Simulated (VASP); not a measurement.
Energy against volume of WC (wc). Method: revPBE GGA, VASP's PBE PAW potentials (set 64) (plane waves; VASP). Run with 520 eV cut-off, 14×14×13 Γ-centred mesh, first-order Methfessel-Paxton smearing of 0.10 eV, potentials W_sv C.

Shape and ions are relaxed at each volume.

```csv
V (Å³/atom),E (eV/atom)
10.320,-10.78596
10.639,-10.79806
10.958,-10.78770
11.277,-10.75821
```

Question: Fit these four points and predict the energy of the run at 10.001 Å³/atom.

Answer: A cubic in V^(−2/3), the third-order Birch-Murnaghan form, passes through the four points with V0 = 10.64 Å³/atom and B0 = 375 GPa, and gives -10.7474 eV/atom there. The run gave -10.7476 eV/atom, -0.2 meV/atom from the fit; all five points give B0 = 374 GPa.

The compound is WC in the wc structure. It was relaxed first.
